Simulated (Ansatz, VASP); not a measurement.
# KTaO3 in two plane-wave programs, part 2 of 3

Wanted: the spread between two codes on one cell, functional and k mesh. The cell is taken from a series of runs on this material, whose earlier steps may have relaxed, scaled, displaced or heated it; both programs get it as it stands.

VASP 6.6.1 and Ansatz 0.2.0.

So far: Set-up; VASP: zone-centre phonons, LDA.

## (2) VASP: zone-centre phonons, LDA (continued)

Level of this step: LDA; plane waves and PAW (O, K_sv, Ta_pv) (VASP).

Parts of OUTCAR (step 2):

```text
ion  position               nearest neighbor table
   1  0.500  0.000  0.000-   5 2.01   5 2.01   4 2.85   4 2.85   4 2.85   4 2.85
   2  0.000  0.500  0.000-   5 2.01   5 2.01   4 2.85   4 2.85   4 2.85   4 2.85
   3  0.000  0.000  0.500-   5 2.01   5 2.01   4 2.85   4 2.85   4 2.85   4 2.85
   4  0.500  0.500  0.500-   1 2.85   2 2.85   3 2.85   1 2.85   2 2.85   1 2.85   3 2.85   1 2.85
                             2 2.85   3 2.85   2 2.85   3 2.85   5 3.49   5 3.49   5 3.49   5 3.49
   5  0.000  0.000  0.000-   1 2.01   2 2.01   3 2.01   3 2.01   2 2.01   1 2.01   4 3.49   4 3.49
                             4 3.49   4 3.49   4 3.49   4 3.49   4 3.49   4 3.49

  LATTYP: Found a simple cubic cell.
 ALAT       =     4.0288536570

 Subroutine GETGRP returns: Found 48 space group operations
 (whereof 48 operations were pure point group operations)

The static configuration has the point symmetry O_h .

 Found     35 irreducible k-points:

   k-points           NKPTS =     35   k-points in BZ     NKDIM =     35   number of bands    NBANDS=     25

   dimension x,y,z NGX =    32 NGY =   32 NGZ =   32
   dimension x,y,z NGXF=    64 NGYF=   64 NGZF=   64

   ENCUT  =  600.0 eV  44.10 Ry    6.64 a.u.   8.05  8.05  8.05*2*pi/ulx,y,z

   NELECT =      38.0000    total number of electrons

 k-points in reciprocal lattice and weights: Automatic mesh
   0.00000000  0.00000000  0.00000000       0.002
   0.12500000  0.00000000  0.00000000       0.012
   0.25000000  0.00000000  0.00000000       0.012
   0.37500000  0.00000000  0.00000000       0.012
   0.50000000  0.00000000  0.00000000       0.006
   0.12500000  0.12500000  0.00000000       0.023
   0.25000000  0.12500000  0.00000000       0.047
   0.37500000  0.12500000  0.00000000       0.047
   0.50000000  0.12500000  0.00000000       0.023
[...]
0.50000000  0.50000000  0.37500000       0.012
   0.50000000  0.50000000  0.50000000       0.002

 average (electrostatic) potential at core
       1 -73.2271       2 -73.2271       3 -73.2271       4 -32.4532       5 -41.6800

  Total       -4.1699865     -4.1699865     -4.1699865     -0.0000000     -0.0000000      0.0000000
[...]
2    -0.00000     1.14653     0.00000
    3     0.00000     0.00000     1.14653
 ion    5
    1     8.85837    -0.00000     0.00000
    2     0.00000     8.85837     0.00000
    3     0.00000    -0.00000     8.85837

 Eigenvectors and eigenvalues of the dynamical matrix
 ----------------------------------------------------

   1 f  =   14.654519 THz    92.077059 2PiTHz  488.822138 cm-1    60.606194 meV
             X         Y         Z           dx          dy          dz
      2.014427  0.000000  0.000000     0.545301   -0.317498    0.000123
      0.000000  2.014427  0.000000    -0.318733    0.543188    0.000123
      0.000000  0.000000  2.014427    -0.318733   -0.317498   -0.000210
      2.014427  2.014427  2.014427    -0.014995   -0.014937    0.000006
      0.000000  0.000000  0.000000     0.034377    0.034244   -0.000013

   2 f  =   14.654519 THz    92.077059 2PiTHz  488.822138 cm-1    60.606194 meV
             X         Y         Z           dx          dy          dz
      2.014427  0.000000  0.000000     0.001252    0.000561   -0.449883
      0.000000  2.014427  0.000000    -0.000732   -0.000959   -0.449883
      0.000000  0.000000  2.014427    -0.000732    0.000561    0.769678
      2.014427  2.014427  2.014427    -0.000034    0.000026   -0.021165
      0.000000  0.000000  0.000000     0.000079   -0.000060    0.048522

   3 f  =   14.654519 THz    92.077059 2PiTHz  488.822138 cm-1    60.606194 meV
             X         Y         Z           dx          dy          dz
      2.014427  0.000000  0.000000     0.543186    0.318732    0.000914
      0.000000  2.014427  0.000000    -0.317497   -0.545301    0.000914
      0.000000  0.000000  2.014427    -0.317497    0.318732   -0.001564
      2.014427  2.014427  2.014427    -0.014936    0.014995    0.000043
      0.000000  0.000000  0.000000     0.034244   -0.034377   -0.000099

   4 f  =    7.905538 THz    49.671962 2PiTHz  263.700374 cm-1    32.694665 meV
             X         Y         Z           dx          dy          dz
      2.014427  0.000000  0.000000    -0.000000    0.697437    0.077809
      0.000000  2.014427  0.000000     0.086756   -0.000000   -0.077809
      0.000000  0.000000  2.014427    -0.086756   -0.697437   -0.000000
      2.014427  2.014427  2.014427    -0.000000   -0.000000   -0.000000
      0.000000  0.000000  0.000000    -0.000000   -0.000000    0.000000

   5 f  =    7.905538 THz    49.671962 2PiTHz  263.700374 cm-1    32.694665 meV
             X         Y         Z           dx          dy          dz
      2.014427  0.000000  0.000000    -0.000000    0.114071   -0.348094
      0.000000  2.014427  0.000000    -0.604829    0.000000    0.348094
      0.000000  0.000000  2.014427     0.604829   -0.114071    0.000000
      2.014427  2.014427  2.014427    -0.000000    0.000000    0.000000
      0.000000  0.000000  0.000000    -0.000000   -0.000000   -0.000000

   6 f  =    7.905538 THz    49.671962 2PiTHz  263.700374 cm-1    32.694665 meV
             X         Y         Z           dx          dy          dz
      2.014427  0.000000  0.000000     0.000000    0.023846   -0.610554
      0.000000  2.014427  0.000000     0.355886    0.000000    0.610554
      0.000000  0.000000  2.014427    -0.355886   -0.023846    0.000000
      2.014427  2.014427  2.014427     0.000000   -0.000000    0.000000
      0.000000  0.000000  0.000000     0.000000    0.000000   -0.000000

   7 f  =    4.859674 THz    30.534231 2PiTHz  162.101268 cm-1    20.097987 meV
             X         Y         Z           dx          dy          dz
      2.014427  0.000000  0.000000     0.004697   -0.158962    0.007315
      0.000000  2.014427  0.000000     0.005248   -0.142271    0.007315
      0.000000  0.000000  2.014427     0.005248   -0.158962    0.006547
      2.014427  2.014427  2.014427    -0.030287    0.917305   -0.042210
      0.000000  0.000000  0.000000     0.009602   -0.290820    0.013382

   8 f  =    4.859674 THz    30.534231 2PiTHz  162.101268 cm-1    20.097987 meV
             X         Y         Z           dx          dy          dz
      2.014427  0.000000  0.000000     0.002628   -0.007221   -0.159026
      0.000000  2.014427  0.000000     0.002936   -0.006462   -0.159026
      0.000000  0.000000  2.014427     0.002936   -0.007221   -0.142328
      2.014427  2.014427  2.014427    -0.016943    0.041667    0.917673
      0.000000  0.000000  0.000000     0.005371   -0.013210   -0.290936

   9 f  =    4.859674 THz    30.534231 2PiTHz  162.101268 cm-1    20.097987 meV
             X         Y         Z           dx          dy          dz
      2.014427  0.000000  0.000000     0.142397    0.005377    0.002693
      0.000000  2.014427  0.000000     0.159103    0.004812    0.002693
      0.000000  0.000000  2.014427     0.159103    0.005377    0.002411
      2.014427  2.014427  2.014427    -0.918119   -0.031029   -0.015542
      0.000000  0.000000  0.000000     0.291078    0.009837    0.004927

  10 f  =    0.016743 THz     0.105201 2PiTHz    0.558495 cm-1     0.069245 meV
             X         Y         Z           dx          dy          dz
      2.014427  0.000000  0.000000    -0.010766    0.016911    0.246002
      0.000000  2.014427  0.000000    -0.010737    0.016956    0.246002
      0.000000  0.000000  2.014427    -0.010737    0.016911    0.246660
      2.014427  2.014427  2.014427    -0.016680    0.026270    0.382150
      0.000000  0.000000  0.000000    -0.035606    0.056078    0.815781

  11 f  =    0.016743 THz     0.105201 2PiTHz    0.558495 cm-1     0.069245 meV
             X         Y         Z           dx          dy          dz
      2.014427  0.000000  0.000000    -0.207029   -0.135225    0.000284
      0.000000  2.014427  0.000000    -0.206477   -0.135586    0.000284
      0.000000  0.000000  2.014427    -0.206477   -0.135225    0.000284
      2.014427  2.014427  2.014427    -0.320749   -0.210063    0.000440
      0.000000  0.000000  0.000000    -0.684709   -0.448425    0.000940

  12 f  =    0.016743 THz     0.105201 2PiTHz    0.558495 cm-1     0.069245 meV
             X         Y         Z           dx          dy          dz
      2.014427  0.000000  0.000000     0.135158   -0.205783    0.020029
      0.000000  2.014427  0.000000     0.134798   -0.206333    0.020029
      0.000000  0.000000  2.014427     0.134798   -0.205783    0.020083
      2.014427  2.014427  2.014427     0.209400   -0.319672    0.031114
      0.000000  0.000000  0.000000     0.447010   -0.682409    0.066420

  13 f/i=    3.023358 THz    18.996318 2PiTHz  100.848367 cm-1    12.503598 meV
             X         Y         Z           dx          dy          dz
      2.014427  0.000000  0.000000     0.031659   -0.459006    0.000029
      0.000000  2.014427  0.000000     0.025489   -0.570123    0.000029
      0.000000  0.000000  2.014427     0.025489   -0.459006    0.000035
      2.014427  2.014427  2.014427     0.005081   -0.091502    0.000006
      0.000000  0.000000  0.000000    -0.027325    0.492077   -0.000031

  14 f/i=    3.023358 THz    18.996318 2PiTHz  100.848367 cm-1    12.503598 meV
             X         Y         Z           dx          dy          dz
      2.014427  0.000000  0.000000    -0.272160   -0.012193   -0.403950
      0.000000  2.014427  0.000000    -0.219116   -0.015145   -0.403950
      0.000000  0.000000  2.014427    -0.219116   -0.012193   -0.501739
      2.014427  2.014427  2.014427    -0.043680   -0.002431   -0.080527
      0.000000  0.000000  0.000000     0.234903    0.013071    0.433054

  15 f/i=    3.023358 THz    18.996318 2PiTHz  100.848367 cm-1    12.503598 meV
             X         Y         Z           dx          dy          dz
      2.014427  0.000000  0.000000     0.500968    0.022384   -0.219455
      0.000000  2.014427  0.000000     0.403329    0.027802   -0.219455
      0.000000  0.000000  2.014427     0.403329    0.022384   -0.272581
      2.014427  2.014427  2.014427     0.080403    0.004462   -0.043748
      0.000000  0.000000  0.000000    -0.432389   -0.023996    0.235267

 MACROSCOPIC STATIC DIELECTRIC TENSOR IONIC CONTRIBUTION
 ------------------------------------------------------
           3.248207     0.000000     0.000000
           0.000000     3.248207    -0.000000
           0.000000    -0.000000     3.248207
 ------------------------------------------------------

 ELASTIC MODULI CONTR FROM IONIC RELAXATION (kBar)
 Direction    XX          YY          ZZ          XY          YZ          ZX
 --------------------------------------------------------------------------------
 XX           0.0000      0.0000      0.0000      0.0000      0.0000      0.0000
 YY           0.0000      0.0000      0.0000      0.0000      0.0000      0.0000
 ZZ           0.0000      0.0000      0.0000      0.0000      0.0000      0.0000
 XY           0.0000      0.0000      0.0000      0.0000      0.0000      0.0000
 YZ           0.0000      0.0000      0.0000      0.0000      0.0000      0.0000
 ZX           0.0000      0.0000      0.0000      0.0000      0.0000      0.0000
 --------------------------------------------------------------------------------

 PIEZOELECTRIC TENSOR IONIC CONTR  for field in x, y, z        (C/m^2)
          XX          YY          ZZ          XY          YZ          ZX
  --------------------------------------------------------------------------------
  x     0.00000     0.00000     0.00000     0.00000     0.00000     0.00000
  y     0.00000     0.00000     0.00000     0.00000     0.00000     0.00000
  z     0.00000     0.00000     0.00000     0.00000     0.00000     0.00000
```

[end of part 2 of 3]

[Lines on the potential files, build, host, timing and source positions are cut from VASP's logs without a mark.]

[Logs are printed without paths, hosts, clocks, repeated set-up lines and the standing remarks that a program may print on its own settings, such as how far it seeks lower states.]

[Hosts, paths, dates, database ids (printed as entryN), source tags and the programs' standing remarks are cut or masked in the printed files.]
